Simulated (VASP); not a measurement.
Si3Ge4S14, 21 atoms in the cell. The cell holds a amorphous, 21 atoms: a = 8.028 Å, b = 8.035 Å, c = 8.401 Å, α = 90.53°, β = 94.44°, γ = 86.98°. The cell was built by a generator and needn't be a form met in nature.

```yaml
Program: VASP 6.6.1
Task: single point
Functional: PBE
Dispersion: D3(BJ)
Potentials_or_basis: VASP PAW PBE potentials, release 64 (Si, S, Ge_d)
Cutoff: 520 eV
k_mesh: 1 × 1 × 1, shifted
Occupations: fermi-dirac, width 0.05 eV
Spin: no spin polarisation
Dipole_correction: no
Further_INCAR_settings: LREAL = Auto; ALGO = Normal; EDIFF = 1e-07; NBANDS = 92; ISYM = 0
```

Potentials or basis: VASP PAW PBE potentials, release 64 (Si, S, Ge_d).

Run with:

```console
$ cat potpaw_PBE.64/Si/POTCAR potpaw_PBE.64/S/POTCAR potpaw_PBE.64/Ge_d/POTCAR > POTCAR
$ mpirun -np 1 vasp_std > vasp.out
```

Hardware: 1 thread of Intel(R) Xeon(R) Platinum 8259CL CPU @ 2.50GHz (Skylake/Cascade Lake), on a shared host.

Problem. How long does it take, and how much memory?

Solution. Wall time 95 s on 1 thread of Intel(R) Xeon(R) Platinum 8259CL CPU @ 2.50GHz (Skylake/Cascade Lake) (shared host), peak memory 0.5 GiB. Counts: scf iterations 18, k points 1.
